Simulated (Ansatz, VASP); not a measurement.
## One calculation of LiAl12, two programs

```
CELL_PARAMETERS angstrom
5.63369 0.00000 0.00000
-2.81684 4.87892 0.00000
0.00000 0.00000 20.03217
ATOMIC_POSITIONS crystal
Al 0.33333 0.16667 0.19968
Al 0.33333 0.66667 0.19968
Al 0.83333 0.16667 0.19968
Al 0.83333 0.66667 0.19968
Al 0.16667 0.33333 0.31281
Al 0.16667 0.83333 0.31281
Al 0.66667 0.33333 0.31281
Al 0.66667 0.83333 0.31281
Al 0.00000 0.00000 0.42592
Al 0.00000 0.50000 0.42592
Al 0.50000 0.00000 0.42592
Al 0.50000 0.50000 0.42592
Li 0.33333 0.16667 0.53228
```

Alike in both runs: functional LDA; k mesh 6 × 6 × 1; occupations gaussian, width 0.1 eV; no spin polarisation.

Ansatz relaxed the structure, and its values are those at the end. VASP's run is a single point on that final structure, the one shown.

|  | VASP | Ansatz |
| --- | --- | --- |
| version | VASP 6.6.1 | Ansatz 0.2.0 |
| potentials or method | VASP PAW LDA potentials, release 64 (Al, Li_sv) | scalar-relativistic, plane waves, PAW |
| plane-wave cutoff (eV) | 520 | 420 |
| valence electrons in the cell | 39 | 39 |

Ansatz gave:

| Property | Result |
| --- | --- |
| gap on the k mesh at the Fermi level (eV) | none |
| rms of the force components (eV/Å) | 0.062 |

Problem. Estimate VASP's values.

Solution. gap on the k mesh at the Fermi level (eV): none; rms of the force components (eV/Å): 0.063.

A gap of «none» marks a metal or a gap that the smearing closes. Ansatz warned: «vacuum_density_over_bound».
